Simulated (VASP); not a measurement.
# GW on C (Diamond), part 8 of 8

How does the gap of C (Diamond) change from the starting functional to GW? The cell has space group Fd-3m. The start is a cell from a database of measured crystal structures.

VASP 6.6.1, plane waves and PAW; the level of theory is named at each step.

So far, quasiparticle gap on the mesh (eV): step 3 (evGW0, evGW0 on PBE) 5.67; step 4 (evGW, evGW on PBE) 5.92; step 5 (QPGW0, QPGW0 on PBE) 5.73. Also gap on the k-mesh (eV): step 2 (empty bands, functional PBE) 4.15; step 7 (another starting point, HSE06) 5.35.

### Step 9. G0W0

This step: G0W0 on HSE06; plane waves and PAW (C_GW) (VASP 6.6.1).

One pass of GW corrects the levels to first order, with G and W from the starting orbitals.

INCAR

```
SYSTEM = C
PREC = Accurate
ENCUT = 440
ISMEAR = 0
SIGMA = 0.01
LREAL = .FALSE.
LHFCALC = .TRUE.
AEXX = 0.25
GGA = PE
HFSCREEN = 0.2
LASPH = .TRUE.
NBANDS = 80
PRECFOCK = Fast
ALGO = EVGW0
NELMGW = 1
ENCUTGW = 200
NOMEGA = 64
NBANDSGW = 16
LWAVE = .FALSE.
LCHARG = .FALSE.
```

POSCAR

```
C
1.0
    0.0000000000      1.7833700000      1.7833700000
    1.7833700000      0.0000000000      1.7833700000
    1.7833700000      1.7833700000      0.0000000000
C
2
Direct
    0.7500000000      0.7500000000      0.7500000000
    0.5000000000      0.5000000000      0.5000000000
```

KPOINTS

```
Automatic mesh
0
Gamma
6 6 6
0 0 0
```

Potentials, in the order of the species: C_GW (PBE family, release 64).

The run starts from files that an earlier step left in the folder.

Launch:

```bash
mpirun -np 8 vasp_std
```

The log of the run:

```text
[banner, memory and clock lines left out]
running    8 mpi-ranks, on    1 nodes
 distrk:  each k-point on    8 cores,    1 groups
 distr:  one band on    1 cores,    8 groups

 POSCAR found type information on POSCAR C
 POSCAR found :  1 types and       2 ions
 [... a notice as in an earlier step ...]

 [... a notice as in an earlier step ...]

 LDA part: xc-table for (Slater+PW92), standard interpolation
 found WAVECAR, reading the header
 POSCAR, INCAR and KPOINTS ok, starting setup
 FFT: planning ... GRIDC
 FFT: planning ... GRID_SOFT
 FFT: planning ... GRID
 reading WAVECAR
 the WAVECAR file was read successfully
 initial charge from wavefunction
 available memory per node:     90.97 GB, setting MAXMEM to     93155

 The Fermi energy was updated, please check that it is located mid-gap
 values below the HOMO (VB) or above the LUMO (CB) will cause erroneous energies
 E-fermi :  11.8009

 calculate exact exchange contribution
 the WAVEDER file was read successfully
energies w=
    0.000    0.000    0.995    0.000    1.988    0.000    2.976    0.000
    3.958    0.000    4.932    0.000    5.895    0.000    6.848    0.000
    7.788    0.000    8.716    0.000    9.631    0.000   10.534    0.000
   11.424    0.000   12.302    0.000   13.169    0.000   14.026    0.000
   14.874    0.000   15.714    0.000   16.548    0.000   17.377    0.000
   18.204    0.000   19.029    0.000   19.854    0.000   20.682    0.000
   21.514    0.000   22.353    0.000   23.201    0.000   24.060    0.000
   24.933    0.000   25.823    0.000   26.733    0.000   27.667    0.000
   28.627    0.000   29.618    0.000   30.645    0.000   31.713    0.000
   32.827    0.000   33.995    0.000   35.223    0.000   36.519    0.000
   37.895    0.000   39.361    0.000   40.931    0.000   42.621    0.000
   44.450    0.000   46.439    0.000   48.619    0.000   51.020    0.000
   53.686    0.000   56.668    0.000   60.031    0.000   63.860    0.000
   68.264    0.000   73.388    0.000   79.430    0.000   86.664    0.000
   95.482    0.000  106.469    0.000  120.528    0.000  139.139    0.000
  164.910    0.000  202.887    0.000  264.304    0.000  380.234    0.000
 responsefunction array rank=      80
 LDA part: xc-table for (Slater+PW92), standard interpolation

 min. memory requirement per mpi rank     70.1 MB, per node    561.2 MB

 allocating   8 responsefunctions rank=    80
 shmem allocating  64 responsefunctions rank=    80
 response function shared by NCSHMEM nodes    1
 Doing            8  frequencies on each core in blocks of           64
NQ=   1    0.0000    0.0000    0.0000,
|.........|.........|.........|.........|.........|.........|.........|.........
 performed        172000 updates of chi_q(r,r)
 total number of BLAS operations          5.82 Gflops
NQ=   2    0.1667    0.0000    0.0000,
|.........|.........|.........|.........|.........|.........|.........|.........
 performed        518000 updates of chi_q(r,r)
 total number of BLAS operations         17.53 Gflops
NQ=   3    0.3333    0.0000    0.0000,
|.........|.........|.........|.........|.........|.........|.........|.........
 performed        864000 updates of chi_q(r,r)
 total number of BLAS operations         32.70 Gflops
NQ=   4    0.5000    0.0000    0.0000,
|.........|.........|.........|.........|.........|.........|.........|.........
 performed       1148000 updates of chi_q(r,r)
 total number of BLAS operations         45.87 Gflops
NQ=   5    0.1667    0.1667    0.0000,
|.........|.........|.........|.........|.........|.........|.........|.........
 performed       1494000 updates of chi_q(r,r)
 total number of BLAS operations         57.22 Gflops
NQ=   6    0.3333    0.1667    0.0000,
|.........|.........|.........|.........|.........|.........|.........|.........
 performed       2060000 updates of chi_q(r,r)
 total number of BLAS operations         78.80 Gflops
NQ=   7    0.5000    0.1667    0.0000,
|.........|.........|.........|.........|.........|.........|.........|.........
 performed       2626000 updates of chi_q(r,r)
 total number of BLAS operations        103.62 Gflops
NQ=   8   -0.3333    0.1667    0.0000,
|.........|.........|.........|.........|.........|.........|.........|.........
 performed       3192000 updates of chi_q(r,r)
 total number of BLAS operations        127.77 Gflops
NQ=   9   -0.1667    0.1667    0.0000,
|.........|.........|.........|.........|.........|.........|.........|.........
 performed       3676000 updates of chi_q(r,r)
 total number of BLAS operations        147.31 Gflops
NQ=  10    0.3333    0.3333    0.0000,
|.........|.........|.........|.........|.........|.........|.........|.........
 performed       4022000 updates of chi_q(r,r)
 total number of BLAS operations        163.32 Gflops
NQ=  11    0.5000    0.3333    0.0000,
|.........|.........|.........|.........|.........|.........|.........|.........
 performed       4588000 updates of chi_q(r,r)
 total number of BLAS operations        189.49 Gflops
NQ=  12   -0.3333    0.3333    0.0000,
|.........|.........|.........|.........|.........|.........|.........|.........
 performed       5072000 updates of chi_q(r,r)
 total number of BLAS operations        210.15 Gflops
NQ=  13    0.5000    0.5000    0.0000,
|.........|.........|.........|.........|.........|.........|.........|.........
 performed       5321000 updates of chi_q(r,r)
 total number of BLAS operations        218.32 Gflops
NQ=  14    0.5000    0.3333    0.1667,
|.........|.........|.........|.........|.........|.........|.........|.........
 performed       5964000 updates of chi_q(r,r)
 total number of BLAS operations        248.04 Gflops
NQ=  15   -0.3333    0.3333    0.1667,
|.........|.........|.........|.........|.........|.........|.........|.........
 performed       6566000 updates of chi_q(r,r)
 total number of BLAS operations        273.03 Gflops
NQ=  16   -0.3333    0.5000    0.1667,
|.........|.........|.........|.........|.........|.........|.........|.........
 performed       7053000 updates of chi_q(r,r)
 total number of BLAS operations        293.23 Gflops
 resolving degeneracies of screened two electron integrals

 calculate QP shifts <psi_nk| G(iteration)W_0 |psi_nk>: iteration 1
 entering main loop
```

Elapsed: 30 s, on 8 MPI ranks of AMD EPYC 7R43, shared host; peak memory 1.6 GiB; 3.9 min of CPU time.

From OUTCAR (step 9):

```text
   NELECT =       8.0000    total number of electrons

 E-fermi :  11.8009

 QP shifts <psi_nk| G(iteration)W_0 |psi_nk>: iteration 1
 for sc-GW calculations column KS-energies equals QP-energies in previous step
 and V_xc(KS)=  KS-energies - (<T + V_ion + V_H > + <T+V_H+V_ion>^1  + <V_x>^1)
 k-point   1 :       0.0000    0.0000    0.0000
  band No.  KS-energies  QP-energies   sigma(KS)   V_xc(KS)     V^pw_x(r,r')   Z            occupation Imag(sigma)
      1     -14.4041     -14.2944     -17.3183     -17.4602     -25.4456       0.7730       2.0000       1.2736
      2       9.1280       8.7993     -17.7372     -17.3483     -19.2862       0.8453       2.0000       0.0507
      3       9.1280       8.7993     -17.7372     -17.3483     -19.2862       0.8453       2.0000       0.0507
      4       9.1280       8.7993     -17.7372     -17.3483     -19.2862       0.8453       2.0000       0.0507
      5      16.1314      16.6142     -14.0491     -14.6228      -9.2000       0.8416       0.0000      -0.0756
      6      16.1314      16.6142     -14.0491     -14.6228      -9.2000       0.8416       0.0000      -0.0756
      7      16.1314      16.6142     -14.0491     -14.6228      -9.2000       0.8416       0.0000      -0.0756
      8      24.4067      24.4492     -14.8366     -14.8902      -7.6883       0.7934       0.0000      -0.1705
    ...

 k-point   2 :       0.1667    0.0000    0.0000
  band No.  KS-energies  QP-energies   sigma(KS)   V_xc(KS)     V^pw_x(r,r')   Z            occupation Imag(sigma)
      1     -13.5745     -13.4659     -17.3111     -17.4507     -25.2542       0.7779       2.0000       1.1839
      2       5.0552       4.6992     -17.3863     -16.9579     -19.8572       0.8310       2.0000       0.0736
      3       8.0363       7.7124     -17.5980     -17.2133     -19.3740       0.8420       2.0000       0.0554
      4       8.0363       7.7124     -17.5980     -17.2133     -19.3740       0.8420       2.0000       0.0554
      5      17.5767      18.0492     -14.1461     -14.7105      -8.9669       0.8371       0.0000      -0.0842
      6      17.5767      18.0492     -14.1461     -14.7105      -8.9669       0.8371       0.0000      -0.0842
      7      17.9985      18.3707     -14.2794     -14.7244      -9.0668       0.8366       0.0000      -0.0862
      8      25.1055      25.1910     -14.4626     -14.5703      -7.2088       0.7926       0.0000      -0.1843
    ...

[... 9 parts as in an earlier step ...]

[... 7 further parts left out ...]
```

Numbers from this step:

- quasiparticle gap on the mesh: 5.916 eV
- smallest direct quasiparticle gap on the mesh: 7.815 eV
- gap of the starting orbitals on the mesh: 5.346 eV

GW takes the gap from 5.346 to 5.916 eV. That is +419 meV against the one-shot pass on PBE. The value holds for 80 bands, ENCUTGW = 200 eV and this mesh, and isn't shown to be converged in them.

### Step 10. Summary

This step: GW series: evGW0 on PBE, evGW on PBE, QPGW0 on PBE, G0W0 on HSE06; plane waves and PAW (VASP 6.6.1).

This step runs nothing: it gathers the runs above.

Cost is wall time times ranks on a shared host, with the step that makes the empty bands. GW runs:

```
        level  bands  ENCUTGW (eV)  NOMEGA  k mesh  starting gap (eV)  quasiparticle gap (eV)  direct gap (eV)  cost (core minutes)
 evGW0 on PBE     80           200      64   6x6x6              4.154                   5.673            7.555                13.41
  evGW on PBE     80           200      64   6x6x6              4.154                   5.918            7.817                13.68
 QPGW0 on PBE     80           200      64   6x6x6              4.154                   5.734            7.558                52.63
G0W0 on HSE06     80           200      64   6x6x6              5.346                   5.917            7.815                13.87
```

### Step 11. Results

| Property | Result |
| --- | --- |
| evGW0 on PBE, 80 bands, ENCUTGW 200 eV, NOMEGA 64, mesh 6×6×6 | 4.154 → 5.673 eV |
| evGW on PBE, 80 bands, ENCUTGW 200 eV, NOMEGA 64, mesh 6×6×6 | 4.154 → 5.918 eV |
| QPGW0 on PBE, 80 bands, ENCUTGW 200 eV, NOMEGA 64, mesh 6×6×6 | 4.154 → 5.734 eV |
| G0W0 on HSE06, 80 bands, ENCUTGW 200 eV, NOMEGA 64, mesh 6×6×6 | 5.346 → 5.916 eV |

In words: evGW0 gives a quasiparticle gap of 5.673 eV on the mesh, 1.52 eV over the PBE gap on the same mesh. Over the final values of the levels run here the gap spans 5.67 to 5.92 eV. In evGW0 the first pass, which is the one-shot result, gives 5.497 eV and pass 4 gives 5.673 eV; the last pass changed the gap by +3 meV, so the loop is converged. In evGW the first pass, which is the one-shot result, gives 5.497 eV and pass 4 gives 5.918 eV; the last pass changed the gap by +20 meV, so more passes would move it further. In QPGW0 the first pass gives 5.535 eV and pass 4 gives 5.734 eV; the last pass changed the gap by +38 meV, so more passes would move it further. One-shot gaps: 5.497 eV from PBE and 5.917 eV from HSE06. The starting gaps span 1.19 eV and the one-shot gaps 0.42 eV. Bands, response cutoff and mesh weren't tested for convergence, and band edges off the mesh aren't seen. Not tabulated here, as repeats of values shown or as unfit to read for their mesh, reference level or band range: eps2 curves (empty bands); eps1 curves and static values (empty bands); gaps (empty bands).

[Lines on the potential files, build, host, timing and source positions are cut from VASP's logs without a mark.]

[Logs are printed without paths, hosts, clocks, repeated set-up lines and the standing remarks that a program may print on its own settings, such as how far it seeks lower states.]

[Hosts, paths, dates, database ids (printed as entryN), source tags and the programs' standing remarks are cut or masked in the printed files.]

[Pressures printed for these runs are not shown converged in the cutoff: they can be off by several GPa and have the wrong sign.]
